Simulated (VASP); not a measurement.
The system is CdSe.

```
Cd Se
1.0
     4.29850    0.00000    0.00000
    -2.14925    3.72261    0.00000
     0.00000    0.00000    7.01520
Cd Se
2 2
Direct
  0.66667 0.33333 0.00000
  0.33333 0.66667 0.50000
  0.66667 0.33333 0.37500
  0.33333 0.66667 0.87500
```

```yaml
Program: VASP 6.6.1
Task: relaxation of cell and atoms
Functional: PBE
Dispersion: D3(BJ)
Potentials_or_basis: VASP PAW PBE potentials, release 64 (Cd, Se)
Cutoff: 600 eV
k_mesh: 6 × 6 × 4
Occupations: gaussian, width 0.02 eV
Spin: no spin polarisation
```

At the start: pressure 1.2 GPa; volume 28.06 Å³/atom.

Task: Where does the relaxation end?

Result: Over 3 steps the energy falls by 2.4 meV/atom and the volume is 28.71 Å³/atom (+2.3 %); space group P6_3mc (No. 186, to 0.05 Å).

Step by step:
| step | energy change (eV) | largest force (eV/Å) | pressure (GPa) | volume (Å³) |
| --- | --- | --- | --- | --- |
| 1 | 0.0000 | 0.0174 | 1.20 | 112.25 |
| 2 | -0.0085 | 0.0008 | -0.36 | 115.70 |
| 3 | -0.0095 | 0.0032 | 0.00 | 114.84 |

Final structure:
```cif
data_structure
_symmetry_space_group_name_H-M 'P 1'
_symmetry_Int_Tables_number 1
_cell_length_a 4.3294
_cell_length_b 4.3294
_cell_length_c 7.0746
_cell_angle_alpha 90.000
_cell_angle_beta 90.000
_cell_angle_gamma 120.000
_cell_volume 114.84
loop_
_atom_site_label
_atom_site_type_symbol
_atom_site_fract_x
_atom_site_fract_y
_atom_site_fract_z
_atom_site_occupancy
Cd1 Cd 0.66667 0.33333 0.99991 1
Cd2 Cd 0.33333 0.66667 0.49991 1
Se1 Se 0.66667 0.33333 0.37509 1
Se2 Se 0.33333 0.66667 0.87509 1
```
